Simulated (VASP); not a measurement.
A run of VASP 6.6.1:

Contents of INCAR:

```
  PREC = Accurate
  ENCUT = 520
  EDIFF = 1E-6
  ISMEAR = -1
  SIGMA = 0.1
  LREAL = F
  LASPH = T
  NELM = 100
  ALGO = Normal
  ISIF = 2
  LWAVE = F
  LCHARG = T
  GGA = PE
  LELF = T
  LVHAR = T
  NBANDS = 23
```

KPOINTS

```
Automatic mesh
0
Gamma
  3 3 3
```

The input POSCAR:

```
MgIBr3
1.0
    5.6324970000      0.0000000000      0.0000000000
    0.0000000000      5.6324970000      0.0000000000
    0.0000000000      0.0000000000      5.6324970000
Mg I Br
1 1 3
Direct
    0.0000000000      0.0000000000      0.0000000000
    0.5000000000      0.5000000000      0.5000000000
    0.0000000000      0.5000000000      0.5000000000
    0.5000000000      0.0000000000      0.5000000000
    0.5000000000      0.5000000000      0.0000000000
```

Potentials or basis: VASP PAW PBE potentials, release 64 (Mg, I, Br).

Launch:

```console
$ cat potpaw_PBE.64/Mg/POTCAR potpaw_PBE.64/I/POTCAR potpaw_PBE.64/Br/POTCAR > POTCAR
$ mpirun -np 1 vasp_std > vasp.out
```

Hardware: 1 thread of Intel(R) Xeon(R) 6975P-C (Granite Rapids), on a shared host.

Task: How long does it take, and how much memory?

Result: It took 18 s on 1 thread of Intel(R) Xeon(R) 6975P-C (Granite Rapids) (shared host), peak memory 0.25 GiB. Counts: scf iterations 14, k points 4.
